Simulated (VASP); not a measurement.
Set up this calculation in VASP 6.6.1, as the native input.

| Property | Result |
| --- | --- |
| Task | electrostatic potential |
| Functional | PBE |
| Potentials or basis | VASP PAW PBE potentials, release 64 (Ni, Mo_sv, Pd, Ir, W_sv) |
| Cutoff | 520 eV |
| k mesh | 8 × 8 × 5 |
| Occupations | fermi-dirac, width 0.05 eV |
| Spin | collinear spin, ferromagnetic start |
| Starting moments | [1.0, 1.0, 0.0, 0.6, 0.0] μB |
| Further INCAR settings | ALGO = Fast; EDIFF = 1e-06 |

The structure of NiMoIrPdW lies in POSCAR:

```
NiMoIrPdW
1.0
    4.1170500000      0.0000000000      0.0000000000
   -2.0585300000      3.5654700000      0.0000000000
    0.0000000000      0.0000000000      5.4458000000
Ni Mo Pd Ir W
1 1 1 1 1
Direct
    0.0000000000      0.0000000000      0.9577500000
    0.6666700000      0.3333300000      0.9616100000
    0.6666700000      0.3333300000      0.4629500000
    0.3333300000      0.6666700000      0.7257200000
    0.3333300000      0.6666700000      0.2364200000
```

The cell was built by a generator and needn't be a form met in nature.

These files were run (other wordings do the same):

INCAR

```
  PREC = Accurate
  ENCUT = 520
  EDIFF = 1E-6
  ISMEAR = -1
  SIGMA = 0.05
  LREAL = F
  LASPH = T
  NELM = 100
  ALGO = Fast
  ISIF = 2
  LWAVE = F
  LCHARG = T
  ISPIN = 2
  MAGMOM = 1 1 0 0.6 0
  LORBIT = 11
  LMAXMIX = 4
  GGA = PE
  LVHAR = T
  KPAR = 4
```

KPOINTS

```
regular mesh
0
Gamma
  8 8 5
```

Potentials or basis: VASP PAW PBE potentials, release 64 (Ni, Mo_sv, Pd, Ir, W_sv).

Command:

```sh
$ cat potpaw_PBE.64/Ni/POTCAR potpaw_PBE.64/Mo_sv/POTCAR potpaw_PBE.64/Pd/POTCAR potpaw_PBE.64/Ir/POTCAR potpaw_PBE.64/W_sv/POTCAR > POTCAR
$ mpirun -np 4 vasp_std > vasp.out
```

It gave:

```yaml
Pressure: 0.3 GPa
Largest_force: 0.041 eV/Å
Band_gap_on_the_k_mesh: none (metal or under the smearing width)
Net_moment: 0.00 μB per cell
Valence_electrons_inside_the_program's_atomic_spheres: Ni 9.45; Mo 12.56; Pd 9.59; Ir 8.32; W 11.86
```

It took 2.1 min on 4 MPI ranks on AMD EPYC 9R45 (Zen 5), with other jobs on the host, peak memory 0.58 GiB a rank.
